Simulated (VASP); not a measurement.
```
SnO2
1.0
    4.72884     0.00000     0.00000
    0.00000     4.72884     0.00000
    0.00000     0.00000     3.19616
Sn O
2 4
Direct
  0.00000   0.00000   0.00000
  0.50000   0.50000   0.50000
  0.30598   0.30598   0.00000
  0.80598   0.19402   0.50000
  0.19402   0.80598   0.50000
  0.69402   0.69402   0.00000
```

These are LDA (Ceperley-Alder, Perdew-Zunger), VASP's LDA PAW potentials (set 64) (plane waves; VASP) values and carry that method's errors. Settings: 620 eV cut-off, 5×5×7 Γ-centred mesh, Gaussian smearing of 0.050 eV, potentials Sn_d O.

Unless said otherwise, spin-orbit coupling is left out, though it shifts the bands of the heavy elements here.

Problem. Predict the energy per atom (σ→0), band gap (on the k-mesh) with the smallest direct gap where there is one.

Solution. 
```yaml
band gap (on the k-mesh): 1.14 eV
smallest direct gap (on the k-mesh): 1.14 eV
energy per atom (σ→0): -7.049 eV/atom
```

Only differences to runs with the same potentials and settings are physical.

The compound is SnO2 in the rutile structure. It was relaxed first.
